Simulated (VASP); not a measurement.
Data:

```
AlN
1.0
    2.76704     0.00000     0.00000
   -1.38352     2.39633     0.00000
    0.00000     0.00000     4.75418
Al N
2 2
Direct
  0.00000   0.00000   0.00000
  0.00000   0.00000   0.50000
  0.33333   0.66667   0.25000
  0.66667   0.33333   0.75000
```

Computed with PBEsol GGA, VASP's PBE PAW potentials (set 64) (plane waves; VASP). Numerical set-up: 620 eV cut-off, 9×9×5 Γ-centred mesh, Gaussian smearing of 0.050 eV, potentials Al N.

Question: What does the run give for the energy per atom (σ→0), pressure?

Answer: 
```json
{
 "energy per atom (σ→0)": "-7.526 eV/atom",
 "pressure": "20.08 GPa"
}
```

The absolute energy has meaning only against runs of the same code, potentials and settings.

The structure was generated: AlN was put into the NiAs type type (P6_3/mmc), which need not be its known phase. It was relaxed first under an external pressure of 20 GPa.
